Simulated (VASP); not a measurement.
A VASP calculation is set up with these files.

**INCAR**
```
SYSTEM = CdO
PREC = Accurate; ENCUT = 520; LREAL = F
LASPH = T
EDIFF = 1E-7; NELM = 100; ALGO = Normal
LMAXMIX = 4
ISMEAR = 1; SIGMA = 0.1
GGA = CX; LUSE_VDW = T; AGGAC = 0.0
ISIF = 2
LWAVE = F; LCHARG = F
```

KPOINTS:
```
Automatic mesh
0
Gamma
13 13 13
0 0 0
```

### POSCAR
```
CdO
4.7642290
  0.0000000000   0.5000000470   0.5000000470
  0.5000000470   0.0000000000   0.5000000470
  0.5000000470   0.5000000470   0.0000000000
Cd O
1 1
Cart
  0.0000000000   0.0000000000   0.0000000000
  0.5000000470   0.5000000470   0.5000000470
```

POTCAR, in this order: Cd O (PBE.64 set). Program: vasp_std.

### Question
Translate this vdW-DF-cx calculation to Quantum ESPRESSO's pw.x.

### Answer
One equivalent input (not run):
```
&CONTROL
  calculation = 'scf'
  pseudo_dir = './pseudo'
  outdir = './out'
  tprnfor = .true.
  tstress = .true.
/
&SYSTEM
  ibrav = 0
  nat = 2
  ntyp = 2
  ecutwfc = 102
  occupations = 'smearing'
  smearing = 'methfessel-paxton'
  degauss = 0.00735
  input_dft = 'vdw-df-cx'
/
&ELECTRONS
  conv_thr = 7.3e-09
  electron_maxstep = 100
/
ATOMIC_SPECIES
  Cd 112.414 Cd.upf
  O 15.999 O.upf
CELL_PARAMETERS angstrom
     0.0000000    2.3821147    2.3821147
     2.3821147    0.0000000    2.3821147
     2.3821147    2.3821147    0.0000000
ATOMIC_POSITIONS crystal
  Cd   0.0000000  0.0000000  0.0000000
  O    0.5000000  0.5000000  0.5000000
K_POINTS automatic
  13 13 13 0 0 0
```
Limits of the translation: the potentials are each code's own (VASP's PAW set, PseudoDojo norm-conserving files in pw.x), so ENCUT and ecutwfc are chosen apart and not converted; conv_thr bounds pw.x's estimated SCF error, while EDIFF bounds the energy change between steps.

The compound is CdO in the rock salt structure. This cell is one point of a volume scan, at 1.03 of the reference volume.
